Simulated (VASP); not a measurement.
An input for Ansatz (written as the equivalent of a VASP run, and not itself run):

Ansatz 0.2 input:
```yaml
crystal:
  lattice:
    - [0.0000000, 2.6000000, 2.6000000]
    - [2.6000000, 0.0000000, 2.6000000]
    - [2.6000000, 2.6000000, 0.0000000]
  atoms:
    - { symbol: Mg, position: [0.0033290, 0.0016840, -0.0020980] }
    - { symbol: S, position: [0.4966710, 0.4983160, 0.5020980] }
kpoints:
  mp_grid: { grid: [5, 5, 5] }
hamiltonian:
  xc: pbesol
  pseudopotentials: { kind: paw }
scf:
  occupations: { method: fermi_dirac, width: 0.01 }
  max_iter: 100
output: { forces: true, stress: true, eigenvalues: true }
```

**Question.** Write the VASP files for the same calculation (PBEsol).

**Answer.** One answer among several that fit: 
File KPOINTS:
```
Automatic mesh
0
Gamma
5 5 5
0 0 0
```

INCAR:
```
PREC=Accurate
NELM=100   ! most electronic steps
ISMEAR=-1   ! Fermi-Dirac
SIGMA=0.01   ! width (eV)
ALGO=Normal   ! blocked Davidson
LASPH=.TRUE.   ! aspherical one-centre terms
GGA=PS   ! PBEsol
LWAVE=.FALSE.
SYSTEM=MgS
ISIF=2   ! forces and stress, cell fixed
EDIFF=1E-6
ENCUT=300   ! plane-wave cut-off (eV)
LCHARG=.FALSE.
LREAL=.FALSE.   ! projection in real space or not
```

File POSCAR:
```
MgS
1.0
  0.0000000000   2.6000000000   2.6000000000
  2.6000000000   0.0000000000   2.6000000000
  2.6000000000   2.6000000000   0.0000000000
Mg S
1 1
Cartesian
 -0.0010764000   0.0032006000   0.0130338000
  2.6010764000   2.5967994000   2.5869662000
```

POTCAR, in this order: Mg S (PBE.64 set). Program: vasp_std.

What does not carry over: each code has its own PAW files, so the cut-off isn't converted (ENCUT is set for VASP's; basis.ecutwfc is left out, and Ansatz then takes the one that its files recommend); Ansatz stops its SCF on the density residual and VASP on the energy change (EDIFF).

The structure is a typed MgS crystal. The cell was not relaxed at this level, atoms are displaced from their ideal sites. The run is one of a series of settings (KPOINTS 5×5×5 Γ-centred mesh against the base run), some of them coarse on purpose.
